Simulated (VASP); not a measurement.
Consider the following.

```xyz
2
Lattice="2.9494 0.0000 0.0000 0.0000 2.9494 0.0000 0.0000 0.0000 2.9494" Properties=species:S:1:pos:R:3 pbc="T T T"
Ti     0.0000     0.0000     0.0000
Co     1.4747     1.4747     1.4747
```

Method: PBE GGA with D4 dispersion, VASP's PBE PAW potentials (set 64) (plane waves; VASP 6.6.1). Settings: 520 eV cut-off, 11×11×11 Γ-centred mesh, first-order Methfessel-Paxton smearing of 0.10 eV, potentials Ti_sv Co.

Problem. What does the run give for the energy per atom (σ→0), band gap (on the k-mesh) with the smallest direct gap where there is one?

Solution. 
```json
{
  "band gap (on the k-mesh)": "none (metal, semimetal or under 0.01 eV)",
  "energy per atom (σ→0)": "-8.133 eV/atom"
}
```

Only differences to runs with the same potentials and settings are physical.

The compound is TiCo in the CsCl type structure. It was relaxed first. The start is the result of an earlier pass. The run is not spin-polarised, so no magnetic state was tried. The electron count is odd and the run is not spin-polarised, which forces a metal.
